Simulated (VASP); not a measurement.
Here is the system:

```
DyTe
1.0
    0.00000     3.03151     3.03151
    3.03151     0.00000     3.03151
    3.03151     3.03151     0.00000
Dy Te
1 1
Direct
  0.00000   0.00000   0.00000
  0.50000   0.50000   0.50000
```

These are PBEsol GGA with spin-orbit coupling, VASP's PBE PAW potentials (set 64) (plane waves; VASP) values and carry that method's errors. Settings: 400 eV cut-off, 9×9×9 Γ-centred mesh, Gaussian smearing of 0.050 eV, potentials Dy_3 Te.

The 4f electrons are frozen in the core of the lanthanide potential, so 4f levels, which can set the real gap, and their magnetism are missing.

Q: Give the energies of bands 9 to 21 at the high-symmetry points, in eV from the Fermi level.

A: 
| band | Γ | X | U | L | W |
|---|---|---|---|---|---|
| 9 | -2.81 | -5.08 | -5.11 | -6.60 | -4.97 |
| 10 | -2.81 | -5.08 | -5.11 | -6.60 | -4.97 |
| 11 | -1.79 | -3.59 | -4.82 | -4.44 | -4.56 |
| 12 | -1.79 | -3.59 | -4.82 | -4.44 | -4.56 |
| 13 | -1.79 | -2.92 | -3.78 | -4.09 | -4.47 |
| 14 | -1.79 | -2.92 | -3.78 | -4.09 | -4.47 |
| 15 | -0.36 | -2.06 | -0.56 | 1.68 | 0.77 |
| 16 | -0.36 | -2.06 | -0.56 | 1.68 | 0.77 |
| 17 | -0.36 | 1.21 | 2.13 | 1.87 | 0.94 |
| 18 | -0.36 | 1.21 | 2.13 | 1.87 | 0.94 |
| 19 | -0.21 | 1.42 | 2.33 | 1.97 | 1.44 |
| 20 | -0.21 | 1.42 | 2.33 | 1.97 | 1.44 |
| 21 | 0.41 | 2.77 | 2.63 | 2.16 | 2.78 |

It has no gap at this level: it comes out as a metal or semimetal.

The structure comes from a measured DyTe entry (Fm-3m) of the Crystallography Open Database, whose conditions weren't checked. It was relaxed first.
